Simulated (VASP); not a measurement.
Given:

```xyz
3
Lattice="0.0000 2.7580 2.7580 2.7580 0.0000 2.7580 2.7580 2.7580 0.0000" Properties=species:S:1:pos:R:3 pbc="T T T"
Si     1.3790     1.3790     1.3790
Si     4.1370     4.1370     4.1370
Ni     0.0000     0.0000     0.0000
```

Level of theory: PW91 GGA, VASP's PBE PAW potentials (set 64) (plane waves; VASP 6.6.1). Run with 520 eV cut-off, 10×10×10 Γ-centred mesh, first-order Methfessel-Paxton smearing of 0.10 eV, potentials Si Ni.

Task: Give the stress tensor in GPa (positive for a compressed cell).

Result: 
```
-4.48   0.00   0.00
 0.00  -4.48   0.00
 0.00   0.00  -4.48
```
The pressure is its mean diagonal, -4.48 GPa.

The compound is NiSi2 in the fluorite structure. This cell is one point of a volume scan, at 1.03 of the reference volume. The run is not spin-polarised, so no magnetic state was tried.
